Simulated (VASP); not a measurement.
# Co: band structure with PBE

The system is Co.

```
CELL_PARAMETERS angstrom
2.50740 0.00000 0.00000
-1.25370 2.17147 0.00000
0.00000 0.00000 4.06990
ATOMIC_POSITIONS crystal
Co 0.33333 0.66667 0.25000
Co 0.66667 0.33333 0.75000
```

| Quantity | Value |
| --- | --- |
| Program | VASP 6.6.1 |
| Task | band structure |
| Functional | PBE |
| Potentials or basis | VASP PAW PBE potentials, release 64 (Co) |
| Cutoff | 520 eV |
| k mesh | 21 × 21 × 10 |
| Occupations | gaussian, width 0.1 eV |
| Spin | collinear spin, ferromagnetic start |
| Starting moments | [1.5, 1.5] μB |
| Further INCAR settings | ALGO = Normal; EDIFF = 1e-07; NBANDS = 20 |

| Item | Value |
| --- | --- |
| Band gap along the path | none (metal or under the smearing width) |
| Net moment | 3.25 μB per cell |

Levels at the corners of the path, in eV from the Fermi level:
Spin up:
| point | band 7 | band 8 | band 9 | band 10 | band 11 | band 12 | band 13 | band 14 |
| --- | --- | --- | --- | --- | --- | --- | --- | --- |
| Γ | -2.26 | -1.92 | -1.92 | -0.87 | -0.87 | -0.09 | 6.12 | 21.86 |
| M | -2.18 | -0.73 | -0.66 | -0.59 | 1.26 | 3.22 | 9.51 | 10.13 |
| M | -2.18 | -0.73 | -0.66 | -0.59 | 1.26 | 3.22 | 9.51 | 10.13 |
| K | -1.92 | -0.97 | -0.97 | -0.87 | 4.41 | 5.19 | 5.19 | 12.15 |
| K | -1.92 | -0.97 | -0.97 | -0.87 | 4.41 | 5.19 | 5.19 | 12.15 |
| Γ | -2.26 | -1.92 | -1.92 | -0.87 | -0.87 | -0.09 | 6.12 | 21.86 |
| Γ | -2.26 | -1.92 | -1.92 | -0.87 | -0.87 | -0.09 | 6.12 | 21.86 |
| A | -2.62 | -2.62 | -1.17 | -1.17 | -1.17 | -1.17 | 14.69 | 14.69 |
| A | -2.62 | -2.62 | -1.17 | -1.17 | -1.17 | -1.17 | 14.69 | 14.69 |
| L | -1.08 | -1.08 | -0.64 | -0.64 | 1.58 | 1.58 | 7.08 | 7.08 |
| L | -1.08 | -1.08 | -0.64 | -0.64 | 1.58 | 1.58 | 7.08 | 7.08 |
| H | -1.89 | -1.89 | -0.81 | -0.81 | 5.61 | 5.61 | 7.19 | 7.19 |
| H | -1.89 | -1.89 | -0.81 | -0.81 | 5.61 | 5.61 | 7.19 | 7.19 |
| A | -2.62 | -2.62 | -1.17 | -1.17 | -1.17 | -1.17 | 14.69 | 14.69 |
| L | -1.08 | -1.08 | -0.64 | -0.64 | 1.58 | 1.58 | 7.08 | 7.08 |
| M | -2.18 | -0.73 | -0.66 | -0.59 | 1.26 | 3.22 | 9.51 | 10.13 |
| K | -1.92 | -0.97 | -0.97 | -0.87 | 4.41 | 5.19 | 5.19 | 12.15 |
| H | -1.89 | -1.89 | -0.81 | -0.81 | 5.61 | 5.61 | 7.19 | 7.19 |
Spin down:
```csv
point,band 5,band 6,band 7,band 8,band 9,band 10
Γ,-0.91,-0.56,-0.56,-0.17,-0.13,-0.13
M,-1.04,-0.99,-0.60,1.17,1.28,1.32
M,-1.04,-0.99,-0.60,1.17,1.28,1.32
K,-1.31,-1.31,-0.30,0.88,0.88,1.04
K,-1.31,-1.31,-0.30,0.88,0.88,1.04
Γ,-0.91,-0.56,-0.56,-0.17,-0.13,-0.13
Γ,-0.91,-0.56,-0.56,-0.17,-0.13,-0.13
A,-0.97,-0.97,-0.97,-0.97,0.71,0.71
A,-0.97,-0.97,-0.97,-0.97,0.71,0.71
L,-0.03,-0.03,0.26,0.26,1.26,1.26
L,-0.03,-0.03,0.26,0.26,1.26,1.26
H,-1.67,-1.67,-0.16,-0.16,1.06,1.06
H,-1.67,-1.67,-0.16,-0.16,1.06,1.06
A,-0.97,-0.97,-0.97,-0.97,0.71,0.71
L,-0.03,-0.03,0.26,0.26,1.26,1.26
M,-1.04,-0.99,-0.60,1.17,1.28,1.32
K,-1.31,-1.31,-0.30,0.88,0.88,1.04
H,-1.67,-1.67,-0.16,-0.16,1.06,1.06
```

Run time: 120 s on 1 thread of Intel(R) Xeon(R) 6975P-C (Granite Rapids) (shared host), peak memory 0.29 GiB.

Caveat: the log is that of the step along the path at fixed density, whose energy, stress, charges and moments have no meaning.
